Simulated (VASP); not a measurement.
```
CELL_PARAMETERS angstrom
      2.76626     0.00000     0.00000
      0.00000     2.76626     0.00000
      0.00000     0.00000     2.76626
ATOMIC_POSITIONS crystal
  Ga 0.00000 0.00000 0.00000
```

All values below come from PBEsol GGA, VASP's PBE PAW potentials (set 64) (plane waves; VASP 6.6.1). Numerical set-up: 400 eV cut-off, 12×12×12 Γ-centred mesh, first-order Methfessel-Paxton smearing of 0.10 eV, potentials Ga_d.

Energy and stress use the plane-wave basis of the starting cell.

Question: The ions, cell shape and volume are relaxed. Give the cell that the relaxation ends in.

Answer: 
```
CELL_PARAMETERS angstrom
      2.66339     0.00000     0.00000
      0.00000     2.66339     0.00000
      0.00000     0.00000     2.66339
ATOMIC_POSITIONS crystal
  Ga 0.00000 0.00000 0.00000
```
Space group Pm-3m (221), at a tolerance of 0.03 Å.

Question: How do energy and volume change from the first to the last step?

Answer: The energy (σ→0) changes by -45.4 meV/atom and the volume by -10.7 %, in 11 ionic steps.

```tsv
step	E(σ→0) (eV)	max force (eV/Å)	pressure (GPa)	volume (Å³)
1	-3.2283	0.000	-5.61	21.17
2	-3.2735	0.000	-0.27	18.98
3	-3.2736	0.000	-0.17	18.90
4	-3.2736	0.000	-0.26	18.90
5	-3.2736	0.000	-0.20	18.90
6	-3.2736	0.000	-0.20	18.90
7	-3.2736	0.000	-0.21	18.90
8	-3.2736	0.000	-0.21	18.90
9	-3.2736	0.000	-0.21	18.90
10	-3.2736	0.000	-0.22	18.90
11	-3.2736	0.000	-0.05	18.89
```

The structure was generated: Ga was put into the simple-cubic type (Pm-3m), which need not be its known phase. This run relaxes it. Symmetry was kept, so distortions that lower it aren't found.
